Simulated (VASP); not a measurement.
A VASP calculation is set up with these files.

File KPOINTS:
```
kpoints
0
gamma
  17 17 17
```

INCAR:
```
SYSTEM = NbN
PREC = Accurate; ENCUT = 400; LREAL = .False.
LASPH = .True.
EDIFF = 1E-6; NELM = 100; ALGO = Normal
LMAXMIX = 4
ISMEAR = 0; SIGMA = 0.136
GGA = PE
IBRION = 2; NSW = 50; ISIF = 3
EDIFFG = -0.01
LWAVE = .False.; LCHARG = .False.
```

**POSCAR**
```
NbN
1.0
  0.0000000000   2.1950000000   2.1950000000
  2.1950000000   0.0000000000   2.1950000000
  2.1950000000   2.1950000000   0.0000000000
Nb N
1 1
direct
  0.0000000000   0.0000000000   0.0000000000
  0.5000000000   0.5000000000   0.5000000000
```

POTCAR, in this order: Nb_sv N (PBE.64 set). Program: vasp_std.

**Question.** Write an equivalent input for Quantum ESPRESSO's pw.x.

**Answer.** One equivalent input (not run):
```
&CONTROL
  calculation = 'vc-relax'
  pseudo_dir = './pseudo'
  outdir = './out'
  tprnfor = .true.
  tstress = .true.
  nstep = 50
  forc_conv_thr = 0.00039
/
&SYSTEM
  ibrav = 0
  nat = 2
  ntyp = 2
  ecutwfc = 84
  occupations = 'smearing'
  smearing = 'gaussian'
  degauss = 0.009996
  input_dft = 'pbe'
/
&ELECTRONS
  conv_thr = 7.3e-08
  electron_maxstep = 100
/
&IONS
/
&CELL
/
ATOMIC_SPECIES
  Nb 92.906 Nb.upf
  N 14.007 N.upf
CELL_PARAMETERS angstrom
     0.0000000    2.1950000    2.1950000
     2.1950000    0.0000000    2.1950000
     2.1950000    2.1950000    0.0000000
ATOMIC_POSITIONS crystal
  Nb   0.0000000  0.0000000  0.0000000
  N    0.5000000  0.5000000  0.5000000
K_POINTS automatic
  17 17 17 0 0 0
```
Limits of the translation: the potentials are each code's own (VASP's PAW set, PseudoDojo norm-conserving files in pw.x), so ENCUT and ecutwfc are chosen apart and not converted; conv_thr bounds pw.x's estimated SCF error, while EDIFF bounds the energy change between steps; forc_conv_thr acts on force components and is met together with etot_conv_thr.

The structure is a typed NbN crystal (Fm-3m). This run relaxes it. Symmetry was kept, so distortions that lower it aren't found. The run is one of a series of settings (EDIFFG = -0.01, IBRION = 2, ISIF = 3, NSW = 50 against the base run), some of them coarse on purpose.
